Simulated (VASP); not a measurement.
The input files of a VASP run:

POSCAR:
```
SnS2
1
    1.7731614842    -3.0712066242     0.0000000000
    1.7731614842     3.0712066242     0.0000000000
    0.0000000000     0.0000000000     5.0938124297
Sn S
1 2
Direct
  0.0000000000   0.0000000000   0.0000000000
  0.3333330000   0.6666670000   0.2867129644
  0.6666670000   0.3333330000   0.7132870356
```

**INCAR**
```
SYSTEM=SnS2
PREC=Accurate; ENCUT=500; LREAL=.FALSE.
LASPH=.TRUE.
EDIFF=1E-6; NELM=100; ALGO=Normal
LMAXMIX=4
ISMEAR=0; SIGMA=0.05
IBRION=2; NSW=40; ISIF=3
EDIFFG=-0.02; PSTRESS=200
LWAVE=.FALSE.; LCHARG=.FALSE.
```

### KPOINTS
```
Regular mesh
0
gamma
  7 7 5
```

POTCAR, in this order: Sn_d S (LDA.64 set). Program: vasp_std.

Task: Translate this LDA calculation to Ansatz.

Result: One equivalent input (not run):
Ansatz 0.2 input:
```yaml
crystal:
  lattice:
    - [1.7731615, -3.0712066, 0.0000000]
    - [1.7731615, 3.0712066, 0.0000000]
    - [0.0000000, 0.0000000, 5.0938124]
  atoms:
    - { symbol: Sn, position: [0.0000000, 0.0000000, 0.0000000] }
    - { symbol: S, position: [0.3333330, 0.6666670, 0.2867130] }
    - { symbol: S, position: [0.6666670, 0.3333330, 0.7132870] }
kpoints:
  mp_grid: { grid: [7, 7, 5] }
hamiltonian:
  xc: lda
  pseudopotentials: { kind: paw }
scf:
  occupations: { method: gaussian, width: 0.05 }
  max_iter: 100
relax:
  max_steps: 40
  f_tol: 0.02
  cell: { p_target: 20 }
output: { forces: true, stress: true, eigenvalues: true }
```
The two are equivalent in intent, not identical: each code has its own PAW files, so the cut-off isn't converted (ENCUT is set for VASP's; basis.ecutwfc is left out, and Ansatz then takes the one that its files recommend); Ansatz stops its SCF on the density residual and VASP on the energy change (EDIFF); Ansatz's lda is the Perdew-Wang form, while the LDA potentials of VASP carry Perdew-Zunger's.

The compound is SnS2 in the 1T layered structure. This run relaxes it under an external pressure of 20 GPa. Symmetry was kept, so distortions that lower it aren't found.
